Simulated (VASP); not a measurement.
Here is a VASP 6.6.1 calculation.

Contents of INCAR:

```
SYSTEM = Bi
  PREC = Accurate
  ENCUT = 600
  EDIFF = 1E-6
  ISMEAR = -1
  SIGMA = 0.1
  LREAL = .FALSE.
  LASPH = .TRUE.
  NELM = 60
  ALGO = Normal
  ISIF = 3
  LWAVE = .FALSE.
  LCHARG = .FALSE.
  GGA = PS
  IBRION = 2
  NSW = 80
  EDIFFG = -0.002
  PSTRESS = 202.0
```

KPOINTS

```
Automatic mesh
0
G
  16 16 16
  0 0 0
```

File POSCAR:

```
Bi
1.0
   -1.8282284554      1.8282284554      1.8282284554
    1.8282284554     -1.8282284554      1.8282284554
    1.8282284554      1.8282284554     -1.8282284554
Bi
1
Direct
    0.0000000000      0.0000000000      0.0000000000
```

Potentials or basis: VASP PAW PBE potentials, release 64 (Bi_d).

Run with:

```sh
$ cat potpaw_PBE.64/Bi_d/POTCAR > POTCAR
$ mpirun -np 1 vasp_std > vasp.out
```

Predict the space group after relaxing (to 0.05 Å).

Im-3m (No. 229).

What does it give for the relaxed cell?

a = 3.165 Å, b = 3.165 Å, c = 3.165 Å, α = 109.47°, β = 109.47°, γ = 109.47°.

Final structure:
```xyz
1
Lattice="-1.8274 1.8274 1.8274 1.8274 -1.8274 1.8274 1.8274 1.8274 -1.8274" Properties=species:S:1:pos:R:3 pbc="T T T"
Bi    0.0000    0.0000    0.0000
```
